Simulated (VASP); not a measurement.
Here is the system:

```xyz
3
Lattice="1.6612 0.9591 6.2128 -1.6612 0.9591 6.2128 0.0000 -1.9181 6.2128" Properties=species:S:1:pos:R:3 pbc="T T T"
Ta     0.0000     0.0000     0.0000
S      0.0000     0.0000     4.6750
S      0.0000     0.0000    13.9635
```

Calculation: PBEsol GGA with spin-orbit coupling, VASP's PBE PAW potentials (set 64) (plane waves; VASP). Settings: 400 eV cut-off, 10×10×10 Γ-centred mesh, Gaussian smearing of 0.050 eV, potentials Ta_pv S.

Question: Estimate the energy per atom (σ→0), band gap (over mesh and band path) with the smallest direct gap where there is one.

Answer: 
- band gap (over mesh and band path) = none (metal, semimetal or under 0.01 eV)
- energy per atom (σ→0) = -8414 meV/atom

The absolute energy has meaning only against runs of the same code, potentials and settings.

The structure was generated: TaS2 was put into the CdCl2 type (R-3m), which need not be its known phase. It was relaxed first, which changed the volume by -11 %.
